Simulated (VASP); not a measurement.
All values below come from PBEsol GGA, VASP's PBE PAW potentials (set 64) (plane waves; VASP).

The input files of a VASP run:

### KPOINTS
```
Automatic mesh
0
Gamma
10 10 10
0 0 0
```

### INCAR
```
SYSTEM=Tb(GePd)2
PREC=Accurate; ENCUT=480; LREAL=.False.
LASPH=.True.
EDIFF=1E-7; NELM=100; ALGO=Normal
LMAXMIX=6
ISMEAR=1; SIGMA=0.1
GGA=PS
ISIF=2
LWAVE=.False.; LCHARG=.False.
```

POSCAR:
```
Tb(GePd)2
1
   -2.0953485726     2.0953485726     5.0539533587
    2.0953485726    -2.0953485726     5.0539533587
    2.0953485726     2.0953485726    -5.0539533587
Tb Ge Pd
1 2 2
Direct
  1.0000000000   1.0000000000   1.0000000000
  0.6189273334   0.6189273334   0.0000000000
  0.3810726666   0.3810726666   1.0000000000
  0.7500000000   0.2500000000   0.5000000000
  0.2500000000   0.7500000000   0.5000000000
```

POTCAR, in this order: Tb_3 Ge_d Pd (PBE.64 set). Program: vasp_std.

What VASP printed:

### OSZICAR
```
       N       E                     dE             d eps       ncg     rms          rms(c)
DAV:   1     0.501825751416E+03    0.50183E+03   -0.25560E+04  8376   0.343E+03
DAV:   2     0.454083130052E+02   -0.45642E+03   -0.44657E+03  6968   0.782E+02
DAV:   3    -0.281311329519E+02   -0.73539E+02   -0.71974E+02  7660   0.190E+02
DAV:   4    -0.321749990403E+02   -0.40439E+01   -0.39974E+01  8532   0.511E+01
DAV:   5    -0.322757964206E+02   -0.10080E+00   -0.10063E+00  8548   0.840E+00    0.259E+01
DAV:   6    -0.315083512397E+02    0.76745E+00   -0.95162E+00  7708   0.184E+01    0.141E+01
DAV:   7    -0.311611789880E+02    0.34717E+00   -0.32874E+00  8284   0.132E+01    0.853E+00
DAV:   8    -0.310740736132E+02    0.87105E-01   -0.34459E-01  8218   0.453E+00    0.172E+00
DAV:   9    -0.310670535670E+02    0.70200E-02   -0.86253E-02  9160   0.231E+00    0.458E-01
DAV:  10    -0.310653968930E+02    0.16567E-02   -0.14646E-02  7590   0.921E-01    0.144E-01
DAV:  11    -0.310654416026E+02   -0.44710E-04   -0.71043E-04  9670   0.226E-01    0.475E-02
DAV:  12    -0.310654456648E+02   -0.40622E-05   -0.10760E-04  8818   0.677E-02    0.345E-02
DAV:  13    -0.310654385994E+02    0.70653E-05   -0.33659E-05  8250   0.403E-02    0.622E-03
DAV:  14    -0.310654390463E+02   -0.44681E-06   -0.21477E-06  8032   0.779E-03    0.422E-03
DAV:  15    -0.310654390074E+02    0.38810E-07   -0.11575E-07  5176   0.271E-03
   1 F= -.31065439E+02 E0= -.31065393E+02  d E =-.137601E-03
```

OUTCAR:
```
------------------------ aborting loop because EDIFF is reached ----------------------------------------
  FORCE on cell =-STRESS in cart. coord.  units (eV):
  Direction    XX          YY          ZZ          XY          YZ          ZX
  --------------------------------------------------------------------------------------
  Total        0.2862618      0.2862618      0.2098692      0.0000000     -0.0000000      0.0000000
  in kB        5.1673777      5.1673777      3.7883974      0.0000000     -0.0000000      0.0000000
  external PRESSURE =       4.7077176 kB  Pullay stress =       0.0000000 kB
  volume of cell :       88.76
      direct lattice vectors                 reciprocal lattice vectors
    -2.095348573  2.095348573  5.053953359     0.000000000  0.238623782  0.098932452
     2.095348573 -2.095348573  5.053953359     0.238623782  0.000000000  0.098932452
     2.095348573  2.095348573 -5.053953359     0.238623782  0.238623782  0.000000000
 POSITION                                       TOTAL-FORCE (eV/Angst)
 -----------------------------------------------------------------------------------
      0.00000      0.00000      0.00000         0.000000      0.000000     -0.000000
      0.00000      0.00000      6.25606        -0.000000     -0.000000      0.012793
      0.00000      0.00000      3.85185        -0.000000     -0.000000     -0.012793
      0.00000      2.09535      2.52698         0.000000      0.000000      0.000000
      2.09535      0.00000      2.52698         0.000000      0.000000      0.000000
 -----------------------------------------------------------------------------------
    total drift:                               -0.000000      0.000000      0.000000
  FREE ENERGIE OF THE ION-ELECTRON SYSTEM (eV)
  ---------------------------------------------------
  free  energy   TOTEN  =       -31.0654390074 eV

  energy  without entropy=      -31.0653014068  energy(sigma->0) =      -31.06539314
```
(Selected blocks of OUTCAR.)

### OUTCAR
```
 val. band max:        7.5775389097   @ k =  -0.3000   0.3000   0.3000

 cond. band min:       7.5925771161   @ k =   0.5000   0.3000   0.0000


 Fermi energy:         7.5804884251

 k-point     1 :       0.0000    0.0000    0.0000
  band No.  band energies     occupation
      1     -16.9053      2.00000
      2     -16.8084      2.00000
      3     -16.8084      2.00000
      4     -16.7242      2.00000
      5     -16.7136      2.00000
      6     -16.7131      2.00000
      7     -16.6973      2.00000
      8     -16.6973      2.00000
      9     -16.6939      2.00000
     10     -16.6383      2.00000
     11     -15.0581      2.00000
     12     -15.0086      2.00000
     13     -15.0086      2.00000
     14      -3.8246      2.00000
     15      -0.6448      2.00000
     16       1.3970      2.00000
     17       2.7619      2.00000
     18       2.7619      2.00000
     19       2.9221      2.00000
     20       4.2650      2.00000
     21       4.5014      2.00000
     22       4.5014      2.00000
     23       4.8436      2.00000
     24       5.2702      2.00000
     25       5.3874      2.00000
     26       6.3230      2.00000
     27       6.4451      2.00000
     28       6.4451      2.00000
     29       7.2153      2.00000
     30       9.3123     -0.00000
     31       9.3123     -0.00000
     32      10.2996      0.00000
     33      10.5436      0.00000
     34      11.4136      0.00000

 k-point     2 :       0.1000   -0.0000    0.0000
  band No.  band energies     occupation
      1     -16.9053      2.00000
      2     -16.8086      2.00000
      3     -16.8083      2.00000
      4     -16.7242      2.00000
      5     -16.7144      2.00000
      6     -16.7128      2.00000
      7     -16.6975      2.00000
      8     -16.6972      2.00000
      9     -16.6942      2.00000
     10     -16.6378      2.00000
     11     -15.0581      2.00000
     12     -15.0189      2.00000
     13     -15.0065      2.00000
     14      -3.7356      2.00000
...
```

The 4f electrons are frozen in the core of the lanthanide potential, so 4f levels, which can set the real gap, and their magnetism are missing.

The structure comes from a computed database's Pd2TbGe2 entry (I4/mmm); how it stands against other phases isn't given here. It was relaxed first. The electron count is odd and the run is not spin-polarised, which forces a metal.
